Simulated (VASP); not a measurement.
Output of a VASP run:

### OUTCAR
```
 ion  position               nearest neighbor table
   1  0.000  0.000  0.000-
  LATTYP: Found a body centered cubic cell.
 ALAT       =     2.7680527396
 Subroutine PRICEL returns:
 Original cell was already a primitive cell.
 Subroutine GETGRP returns: Found 48 space group operations
The static configuration has the point symmetry O_h .
The dynamic configuration has the point symmetry O_h .
The overall configuration has the point symmetry O_h .
 Subroutine INISYM returns: Found 48 space group operations
 Subroutine IBZKPT returns following result:
 Found    195 irreducible k-points:

 Following reciprocal coordinates:
            Coordinates               Weight
  0.000000  0.000000  0.000000      1.000000
  0.055556  0.000000  0.000000     12.000000
  0.111111  0.000000  0.000000     12.000000
  0.166667  0.000000  0.000000     12.000000
  0.222222  0.000000  0.000000     12.000000
  0.277778  0.000000  0.000000     12.000000
  0.333333  0.000000  0.000000     12.000000
  0.388889  0.000000  0.000000     12.000000
  0.444444  0.000000  0.000000     12.000000
  0.500000  0.000000  0.000000      6.000000
  0.055556  0.055556  0.000000     24.000000
  0.111111  0.055556 -0.000000     48.000000
  0.166667  0.055556  0.000000     48.000000
  0.222222  0.055556  0.000000     48.000000
  0.277778  0.055556 -0.000000     48.000000
  0.333333  0.055556  0.000000     48.000000
  0.388889  0.055556  0.000000     48.000000
  0.444444  0.055556 -0.000000     48.000000
  0.111111  0.111111  0.000000     24.000000
  0.166667  0.111111  0.000000     48.000000
  0.222222  0.111111 -0.000000     48.000000
  0.277778  0.111111  0.000000     48.000000
  0.333333  0.111111 -0.000000     48.000000
  0.388889  0.111111  0.000000     48.000000
  0.444444  0.111111  0.000000     24.000000
  0.166667  0.166667  0.000000     24.000000
  0.222222  0.166667 -0.000000     48.000000
  0.277778  0.166667 -0.000000     48.000000
  0.333333  0.166667  0.000000     48.000000
  0.388889  0.166667  0.000000     48.000000
  0.222222  0.222222  0.000000     24.000000
  0.277778  0.222222 -0.000000     48.000000
  0.333333  0.222222  0.000000     48.000000
  0.388889  0.222222  0.000000     24.000000
  0.277778  0.277778  0.000000     24.000000
  0.333333  0.277778  0.000000     48.000000
  0.333333  0.333333  0.000000      8.000000
  0.055556  0.055556  0.055556      8.000000
  0.111111  0.055556  0.055556     24.000000
  0.166667  0.055556  0.055556     24.000000
   k-points           NKPTS =    195   k-points in BZ     NKDIM =    195   number of bands    NBANDS=      9
   number of dos      NEDOS =    301   number of ions     NIONS =      1
   total plane-waves  NPLWV =   5832
   dimension x,y,z NGX =    18 NGY =   18 NGZ =   18
   dimension x,y,z NGXF=    36 NGYF=   36 NGZF=   36
   ions per type =               1
   PREC   = accura    normal or accurate (medium, high low for compatibility)
   ISTART =      0    job   : 0-new  1-cont  2-samecut
   ICHARG =      2    charge: 1-file 2-atom 10-const
   ISPIN  =      2    spin polarized calculation?
   LNONCOLLINEAR =      F non collinear calculations
   LSORBIT =      F    spin-orbit coupling
   INIWAV =      1    electr: 0-lowe 1-rand  2-diag
   ENCUT  =  520.0 eV  38.22 Ry    6.18 a.u.   4.46  4.46  4.46*2*pi/ulx,y,z
   NELM   =    100;   NELMIN=  2; NELMDL= -5     # of ELM steps
   EDIFF  = 0.1E-06   stopping-criterion for ELM
   LREAL  =      F    real-space projection
   NLSPLINE    = F    spline interpolate recip. space projectors
   LMAXMIX     =    4 max onsite mixed and CHGCAR
   VOSKOWN=      0    Vosko Wilk Nusair interpolation
   EDIFFG = 0.1E-05   stopping-criterion for IOM
   NSW    =      0    number of steps for IOM
   NBLOCK =      1;   KBLOCK =      1    inner block; outer block
   IBRION =     -1    ionic relax: 0-MD 1-quasi-New 2-CG
...
```

OSZICAR:
```
       N       E                     dE             d eps       ncg     rms          rms(c)
DAV:   1     0.272014375664E+02    0.27201E+02   -0.47059E+03  7276   0.126E+03
DAV:   2     0.142091896562E+01   -0.25781E+02   -0.24473E+02  7077   0.147E+02
DAV:   3     0.888322695814E+00   -0.53260E+00   -0.52770E+00  7991   0.301E+01
DAV:   4     0.885233192146E+00   -0.30895E-02   -0.30892E-02  7636   0.211E+00
DAV:   5     0.885202910820E+00   -0.30281E-04   -0.30281E-04  7525   0.195E-01    0.122E+01
DAV:   6    -0.607454252302E+01   -0.69597E+01   -0.39482E+00  7092   0.231E+01    0.814E+00
DAV:   7    -0.588015579370E+01    0.19439E+00   -0.60699E+00  7409   0.389E+01    0.971E+00
DAV:   8    -0.583132625207E+01    0.48830E-01   -0.95367E-02  7360   0.534E+00    0.315E+00
DAV:   9    -0.582647266886E+01    0.48536E-02   -0.41859E-01  7489   0.100E+01    0.751E-01
DAV:  10    -0.582618897612E+01    0.28369E-03   -0.12643E-02  7653   0.187E+00    0.284E-01
DAV:  11    -0.582651254870E+01   -0.32357E-03   -0.20040E-03  7479   0.753E-01    0.242E-01
DAV:  12    -0.582630516816E+01    0.20738E-03   -0.10329E-03  7617   0.465E-01    0.108E-01
DAV:  13    -0.582625236155E+01    0.52807E-04   -0.24494E-04  7704   0.225E-01    0.408E-02
DAV:  14    -0.582624781596E+01    0.45456E-05   -0.23492E-05  7593   0.731E-02    0.144E-02
DAV:  15    -0.582624856539E+01   -0.74943E-06   -0.36295E-06  7437   0.292E-02    0.717E-03
DAV:  16    -0.582624898764E+01   -0.42225E-06   -0.13614E-06  7174   0.177E-02    0.188E-03
DAV:  17    -0.582624885139E+01    0.13625E-06   -0.29190E-08  3554   0.254E-03    0.971E-04
DAV:  18    -0.582624888874E+01   -0.37355E-07   -0.17949E-08  3527   0.186E-03
   1 F= -.58262489E+01 E0= -.58260651E+01  d E =-.551332E-03  mag=     2.1382
```

**OUTCAR**
```
------------------------ aborting loop because EDIFF is reached ----------------------------------------
  FORCE on cell =-STRESS in cart. coord.  units (eV):
  Direction    XX          YY          ZZ          XY          YZ          ZX
  --------------------------------------------------------------------------------------
  Total        0.4835802      0.4835802      0.4835802      0.0000000      0.0000000      0.0000000
  in kB       73.0610706     73.0610706     73.0610706      0.0000000      0.0000000      0.0000000
  external PRESSURE =      73.0610706 kB  Pullay stress =       0.0000000 kB
  volume of cell :       10.60
      direct lattice vectors                 reciprocal lattice vectors
    -1.384026370  1.384026370  1.384026370     0.000000000  0.361264793  0.361264793
     1.384026370 -1.384026370  1.384026370     0.361264793  0.000000000  0.361264793
     1.384026370  1.384026370 -1.384026370     0.361264793  0.361264793  0.000000000
 POSITION                                       TOTAL-FORCE (eV/Angst)
 -----------------------------------------------------------------------------------
      0.00000      0.00000      0.00000         0.000000      0.000000     -0.000000
 -----------------------------------------------------------------------------------
    total drift:                                0.000000      0.000000      0.000000
  FREE ENERGIE OF THE ION-ELECTRON SYSTEM (eV)
  ---------------------------------------------------
  free  energy   TOTEN  =        -5.8262488887 eV

  energy  without entropy=       -5.8256975571  energy(sigma->0) =       -5.82606511

 total charge

# of ion       s       p       d       tot
------------------------------------------
    1        0.519   0.618   6.257   7.393

 magnetization (x)

# of ion       s       p       d       tot
------------------------------------------
    1       -0.021  -0.064   2.180   2.096
```
(Selected blocks of OUTCAR.)

**POSCAR**
```
Fe
1
   -1.3840263698     1.3840263698     1.3840263698
    1.3840263698    -1.3840263698     1.3840263698
    1.3840263698     1.3840263698    -1.3840263698
Fe
1
Direct
  0.0000000000   0.0000000000   0.0000000000
```

Reconstruct the remaining input files.

Several could match; the one computed here: the input of the run itself, revTPSS meta-GGA, plane waves, VASP's PBE PAW potentials (set 64).

**INCAR**
```
SYSTEM = Fe
PREC = Accurate
ENCUT = 520
EDIFF = 1E-7
NELM = 100
ALGO = Normal
LREAL = .FALSE.
LASPH = .TRUE.
ISMEAR = 1
SIGMA = 0.1
METAGGA = RTPSS
LMIXTAU = .TRUE.
LMAXMIX = 4
ISPIN = 2
MAGMOM = 2.1
LORBIT = 10
LWAVE = .FALSE.
LCHARG = .FALSE.
ISIF = 2
```

File KPOINTS:
```
Regular mesh
0
Gamma
  18 18 18
```

POTCAR, in this order: Fe (PBE.64 set). Program: vasp_std.

The compound is Fe in the bcc structure. This cell is one point of a volume scan, at 0.97 of the reference volume.
